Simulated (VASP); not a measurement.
# Band gap of SnSe2 at several levels of theory, part 3 of 3

How does the band gap of SnSe2 depend on the functional? The starting structure is a measured crystal structure from the Crystallography Open Database. Cell and atoms stay as given. Meshes and data sets differ where the inputs say so.

VASP 6.6.1.

Results so far: LDA 0.590 eV; PBE 0.719 eV; r2SCAN 1.025 eV; TB-mBJ 1.359 eV; LDA + spin-orbit coupling 0.570 eV; r2SCAN + spin-orbit coupling 1.001 eV; TB-mBJ + spin-orbit coupling 1.332 eV.

## (9) Bands with HSE06

Level of this step: HSE06; plane waves and PAW (Sn_d, Se) (VASP).

HSE06 mixes in a quarter of exact exchange at short range, at far higher cost; in semiconductors this cures much of the gap error, while metals seldom gain. This run uses a 4×4×3 mesh. Its starting orbitals come from a semilocal run on the same mesh, not shown.

INCAR reads:

```
SYSTEM = SnSe2
PREC = Accurate
ENCUT = 350
EDIFF = 1E-06
NELM = 100
ISMEAR = 0
SIGMA = 0.03
LREAL = .FALSE.
ALGO = Normal
LHFCALC = .TRUE.
AEXX = 0.25
GGA = PE
HFSCREEN = 0.2
LASPH = .TRUE.
NBANDS = 19
PRECFOCK = Fast
LORBIT = 11
LWAVE = .FALSE.
LCHARG = .FALSE.
KPAR = 4
```

POSCAR reads:

```
SnSe2
1.0
    3.8108000000      0.0000000000      0.0000000000
   -1.9054000000      3.3002496087      0.0000000000
    0.0000000000      0.0000000000      6.1410000000
Sn Se
1 2
Direct
    0.0000000000      0.0000000000      0.0000000000
    0.6666666667      0.3333333333      0.7508000000
    0.3333333333      0.6666666667      0.2492000000
```

KPOINTS reads:

```
Automatic mesh
0
Gamma
4 4 3
0 0 0
```

KPOINTS_OPT reads:

```
Line mode
10
Line-mode
Reciprocal
  0.00000000   0.00000000   0.00000000 GAMMA
  0.50000000   0.00000000   0.00000000 M

  0.50000000   0.00000000   0.00000000 M
  0.33333333   0.33333333   0.00000000 K

  0.33333333   0.33333333   0.00000000 K
  0.00000000   0.00000000   0.00000000 GAMMA

  0.00000000   0.00000000   0.00000000 GAMMA
  0.00000000   0.00000000   0.50000000 A

  0.00000000   0.00000000   0.50000000 A
  0.50000000   0.00000000   0.50000000 L

  0.50000000   0.00000000   0.50000000 L
  0.33333333   0.33333333   0.50000000 H

  0.33333333   0.33333333   0.50000000 H
  0.00000000   0.00000000   0.50000000 A

  0.50000000   0.00000000   0.50000000 L
  0.50000000   0.00000000   0.00000000 M

  0.33333333   0.33333333   0.00000000 K
  0.33333333   0.33333333   0.50000000 H
```

PAW data sets: Sn_d and Se (PBE family, release 64).

On the command line:

```bash
$ mpirun -np 4 vasp_std
```

Numbers of over 12 decimals in the logs are rounded to 6 here.

The log of the run:

```text
[banner, memory and clock lines left out]
running    4 mpi-ranks, on    1 nodes
[...]
LDA part: xc-table for (Slater+PW92), standard interpolation
 found WAVECAR, reading the header
 POSCAR, INCAR and KPOINTS ok, starting setup
[...]
reading WAVECAR
 the WAVECAR file was read successfully
 initial charge from wavefunction
 entering main loop
       N       E                     dE             d eps       ncg     rms          rms(c)
DAV:   1    -0.144695261913E+02   -0.14470E+02   -0.16382E+00   400   0.140E+01    0.256E+00
DAV:   2    -0.144881796100E+02   -0.18653E-01   -0.90354E-02   366   0.158E+00    0.174E+00
DAV:   3    -0.144839796979E+02    0.41999E-02   -0.88122E-03   495   0.727E-01    0.107E+00
DAV:   4    -0.144830267608E+02    0.95294E-03   -0.17540E-03   407   0.362E-01    0.616E-01
DAV:   5    -0.144827453182E+02    0.28144E-03   -0.30262E-04   422   0.193E-01    0.351E-01
DAV:   6    -0.144826461226E+02    0.99196E-04   -0.87570E-05   386   0.102E-01    0.196E-01
[...]
DAV:   8    -0.144826157570E+02    0.52382E-05   -0.70330E-06   410   0.217E-02    0.609E-02
DAV:   9    -0.144826152107E+02    0.54631E-06   -0.18404E-06   319   0.115E-02
   1 F= -.14482615E+02 E0= -.14482615E+02  d E =-.101473E-15
 Start KPOINTS_OPT (optional k-point list driver)
k-point batch [1-9\90]
       N       E                     dE             ncg
DAV:   1    -0.685019646408E+02   -0.26179E+04      342
DAV:   2    -0.178450551464E+04   -0.17160E+04      367
DAV:   3    -0.199817740669E+04   -0.21367E+03      389
DAV:   4    -0.200946378798E+04   -0.11286E+02      401
DAV:   5    -0.200972094252E+04   -0.25715E+00      489
DAV:   6    -0.200972527713E+04   -0.43346E-02      459
DAV:   7    -0.200972534177E+04   -0.64639E-04      490
DAV:   8    -0.200972534257E+04   -0.79203E-06      373
[...]
k-point batch [82-90\90]
       N       E                     dE             ncg
DAV:   1    -0.213316985086E+03   -0.70477E+04      351
DAV:   2    -0.191909975435E+04   -0.17058E+04      359
DAV:   3    -0.211322961678E+04   -0.19413E+03      410
DAV:   4    -0.212119937472E+04   -0.79698E+01      459
DAV:   5    -0.212136392324E+04   -0.16455E+00      516
DAV:   6    -0.212136665807E+04   -0.27348E-02      476
DAV:   7    -0.212136677424E+04   -0.11617E-03      524
DAV:   8    -0.212136677521E+04   -0.97167E-06      412
```

Run time: 16 min. Hardware: 4 MPI ranks of Intel Xeon Platinum 8375C at 2.90GHz (Ice Lake), shared host; peak memory 1.2 GiB; 65 min of CPU time.

OUTCAR, selected parts (step 9):

```text
 POSITION                                       TOTAL-FORCE (eV/Angst)
 -----------------------------------------------------------------------------------
      0.00000      0.00000      0.00000         0.000000      0.000000      0.000000
      1.90540      1.10008      4.61066        -0.000000      0.000000     -0.223693
     -0.00000      2.20017      1.53034         0.000000      0.000000      0.223693
 -----------------------------------------------------------------------------------
    total drift:                               -0.000001     -0.000001      0.000008

  FREE ENERGIE OF THE ION-ELECTRON SYSTEM (eV)
  ---------------------------------------------------
  free  energy   TOTEN  =       -14.4826152107 eV

  energy  without entropy=      -14.4826152107  energy(sigma->0) =      -14.48261521

[... 1 part as in an earlier step ...]

[... 2 further parts left out ...]
[key lines of the parts left out:]
E-fermi :   3.7380
```

HSE06 gives a least gap of 1.458 eV, and a least direct gap of 1.944 eV. The least gap is +0.868 eV from that of LDA, on another mesh, which alone can move a gap by some hundredths of an eV.

## (10) Bands with PBE0

PBE0 keeps a quarter of exact exchange at all ranges; it tends to overshoot small gaps. This run uses a 4×4×3 mesh. It starts from the orbitals of an earlier run, not shown.

INCAR: that of step 9 with these lines changed.

```diff
@@ -12,3 +12,2 @@
 GGA = PE
-HFSCREEN = 0.2
 LASPH = .TRUE.
@@ -16,2 +15,3 @@
 PRECFOCK = Fast
+HFRCUT = -1
 LORBIT = 11
```

POSCAR is that of step 9.

KPOINTS is that of step 9.

KPOINTS_OPT is that of step 9.

On the command line:

```bash
$ mpirun -np 4 vasp_std
```

The log of the run:

```text
[banner, memory and clock lines left out]
running    4 mpi-ranks, on    1 nodes
[...]
LDA part: xc-table for (Slater+PW92), standard interpolation
 found WAVECAR, reading the header
 POSCAR, INCAR and KPOINTS ok, starting setup
[...]
HFRCUT set to (new)   9.601039
 reading WAVECAR
 the WAVECAR file was read successfully
 initial charge from wavefunction
 entering main loop
       N       E                     dE             d eps       ncg     rms          rms(c)
DAV:   1    -0.159380342210E+02   -0.15938E+02   -0.16067E+00   397   0.138E+01    0.248E+00
DAV:   2    -0.159653260659E+02   -0.27292E-01   -0.10208E-01   366   0.159E+00    0.171E+00
DAV:   3    -0.159610695271E+02    0.42565E-02   -0.94771E-03   468   0.717E-01    0.106E+00
DAV:   4    -0.159599581887E+02    0.11113E-02   -0.22700E-03   429   0.383E-01    0.613E-01
DAV:   5    -0.159596810053E+02    0.27718E-03   -0.46645E-04   391   0.203E-01    0.350E-01
DAV:   6    -0.159595681591E+02    0.11285E-03   -0.10122E-04   445   0.114E-01    0.196E-01
[...]
DAV:   8    -0.159595309912E+02    0.59129E-05   -0.12018E-05   405   0.261E-02    0.595E-02
DAV:   9    -0.159595301242E+02    0.86699E-06   -0.20346E-06   332   0.116E-02
   1 F= -.15959530E+02 E0= -.15959530E+02  d E =-.669610E-21
 Start KPOINTS_OPT (optional k-point list driver)
k-point batch [1-9\90]
       N       E                     dE             ncg
DAV:   1    -0.100818153685E+03   -0.26502E+04      345
DAV:   2    -0.186785013482E+04   -0.17670E+04      359
DAV:   3    -0.208939026865E+04   -0.22154E+03      397
DAV:   4    -0.210064085060E+04   -0.11251E+02      399
DAV:   5    -0.210089414268E+04   -0.25329E+00      481
DAV:   6    -0.210089891569E+04   -0.47730E-02      462
DAV:   7    -0.210089900153E+04   -0.85836E-04      501
DAV:   8    -0.210089900231E+04   -0.78515E-06      359
[...]
k-point batch [82-90\90]
       N       E                     dE             ncg
DAV:   1    -0.263777801771E+03   -0.70981E+04      351
DAV:   2    -0.201118860430E+04   -0.17474E+04      356
DAV:   3    -0.220695260116E+04   -0.19576E+03      407
DAV:   4    -0.221464922782E+04   -0.76966E+01      445
DAV:   5    -0.221481231120E+04   -0.16308E+00      516
DAV:   6    -0.221481550993E+04   -0.31987E-02      492
DAV:   7    -0.221481558393E+04   -0.74003E-04      513
DAV:   8    -0.221481558464E+04   -0.70408E-06      393
```

Run time: 14 min. Hardware: 4 MPI ranks; peak memory 0.82 GiB; 57 min of CPU time.

OUTCAR, selected parts (step 10):

```text
 POSITION                                       TOTAL-FORCE (eV/Angst)
 -----------------------------------------------------------------------------------
      0.00000      0.00000      0.00000        -0.000000      0.000000      0.000000
      1.90540      1.10008      4.61066         0.000000      0.000000     -0.212664
     -0.00000      2.20017      1.53034        -0.000000     -0.000000      0.212664
 -----------------------------------------------------------------------------------
    total drift:                                0.000001      0.000001      0.000000

  FREE ENERGIE OF THE ION-ELECTRON SYSTEM (eV)
  ---------------------------------------------------
  free  energy   TOTEN  =       -15.9595301242 eV

  energy  without entropy=      -15.9595301242  energy(sigma->0) =      -15.95953012

[... 2 parts as in an earlier step ...]

[... 1 further part left out ...]
[key lines of the parts left out:]
E-fermi :   3.4461
```

PBE0 gives a least gap of 2.114 eV, and a least direct gap of 2.581 eV. The least gap is +1.524 eV from that of LDA, on another mesh, which alone can move a gap by some hundredths of an eV.

## (11) All runs side by side

```csv
level,gap (eV),least direct gap (eV),mesh,core minutes
LDA,0.59,0.902,6×6×4,1.67
PBE,0.719,1.095,6×6×4,1.67
r2SCAN,1.025,1.535,6×6×4,6.07
TB-mBJ,1.359,1.874,6×6×4,4.8
LDA + spin-orbit coupling,0.57,0.854,6×6×4,7.0
r2SCAN + spin-orbit coupling,1.001,1.489,6×6×4,27.1
TB-mBJ + spin-orbit coupling,1.332,1.827,6×6×4,18.9
HSE06,1.458,1.944,4×4×3,65.2
PBE0,2.114,2.581,4×4×3,57.5
```

Core minutes are wall time times ranks of the run shown, on a shared host.

## (12) Outcome

```json
{"gap, LDA": "0.590 eV", "gap, PBE": "0.719 eV", "gap, r2SCAN": "1.025 eV", "gap, TB-mBJ": "1.359 eV", "gap, LDA + spin-orbit coupling": "0.570 eV", "gap, r2SCAN + spin-orbit coupling": "1.001 eV", "gap, TB-mBJ + spin-orbit coupling": "1.332 eV", "gap, HSE06": "1.458 eV", "gap, PBE0": "2.114 eV"}
```

What this shows: Without spin-orbit coupling the gap of SnSe2 runs from 0.590 eV (LDA) to 2.114 eV (PBE0). HSE06 gives +0.74 eV from PBE, on another mesh, which alone can move a gap by some hundredths of an eV. TB-mBJ lies -0.10 eV from HSE06, on another mesh, which alone can move a gap by some hundredths of an eV. Spin-orbit coupling changes the LDA gap by -0.021 eV (LASPH differs too). Spin-orbit coupling changes the r2SCAN gap by -0.025 eV. Spin-orbit coupling changes the TB-mBJ gap by -0.027 eV. LASPH is on in some of these runs and off in others, which adds a little to the differences. With LDA the atoms feel forces of up to 0.5 eV/Å on this structure, so their positions aren't those of that level, which can move the gap. These are gaps between Kohn-Sham or generalised Kohn-Sham levels of a static lattice, without excitons or temperature. Further runs on this material are not shown.

[Lines on the potential files, build, host, timing and source positions are cut from VASP's logs without a mark.]

[Logs are printed without paths, hosts, clocks, repeated set-up lines and the standing remarks that a program may print on its own settings, such as how far it seeks lower states.]

[Hosts, paths, dates, database ids (printed as entryN), source tags and the programs' standing remarks are cut or masked in the printed files.]
